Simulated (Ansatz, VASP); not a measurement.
One calculation of Cd3SbN, two programs

```
Sb N Cd
1.0
     4.75755    0.00000    0.00000
     0.00000    4.75755    0.00000
     0.00000    0.00000    4.75755
Sb N Cd
1 1 3
Cartesian
  0.0000 0.0000 0.0000
  2.3788 2.3788 2.3788
  2.3788 2.3788 0.0000
  2.3788 0.0000 2.3788
  0.0000 2.3788 2.3788
```

The cell comes from a database or a generator and needn't be the stable form of this composition.

Alike in both runs: task single point; functional PBEsol; k mesh 4 × 4 × 4; occupations gaussian, width 0.05 eV; no spin polarisation.

|  | VASP | Ansatz |
| --- | --- | --- |
| version | VASP 6.6.1 | Ansatz 0.2.0 |
| potentials or method | VASP PAW PBE potentials, release 64 (Sb, N, Cd) | scalar-relativistic, plane waves, PAW |
| plane-wave cutoff (eV) | 520 | 420 |
| valence electrons in the cell | 46 | 80 |

VASP gave:

```
gap on the k mesh at the Fermi level (eV) : none
pressure (GPa)                            : -6.3
```

Q: Estimate Ansatz's values.

A: gap on the k mesh at the Fermi level (eV): none; pressure (GPa): -6.7.

A gap of «none» marks a metal or a gap that the smearing closes. With one functional, cell and mesh, what is left measures potentials, basis and numerics. The two sets of potentials don't hold the same shells in valence.

Caveats: the PAW data sets were made with another functional, which shifts forces and pressure a little (VASP). Spin-orbit coupling is left out, which matters for the levels of Sb.
